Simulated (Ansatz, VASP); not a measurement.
# Two plane-wave programs on MgAu

```
Mg Au
1.0
     3.05718    0.00000    0.00000
     0.00000    3.05718    0.00000
     0.00000    0.00000   27.07354
Mg Au
1 1
Cartesian
  1.5286 1.5286 8.8243
  0.0000 0.0000 7.1757
```

Alike in both runs: functional PBE; k mesh 18 × 18 × 1; occupations gaussian, width 0.1 eV; no spin polarisation.

Ansatz relaxed the structure, and its values are those at the end. VASP's run is a single point on that final structure, the one shown.

```csv
,VASP,Ansatz
version,VASP 6.6.1,Ansatz 0.2.0
potentials or method,"VASP PAW PBE potentials, release 64 (Mg, Au)","scalar-relativistic, plane waves, PAW"
plane-wave cutoff (eV),520,420
valence electrons in the cell,13,29
```

Ansatz gave:

* gap on the k mesh at the Fermi level (eV): none
* rms of the force components (eV/Å): 0.000

**Question.** What did VASP give for the same quantities?

**Answer.** gap on the k mesh at the Fermi level (eV): none; rms of the force components (eV/Å): 0.009.

A gap of «none» marks a metal or a gap that the smearing closes. The two sets of potentials don't hold the same shells in valence.

Spin-orbit coupling is left out, which matters for the levels of Au.
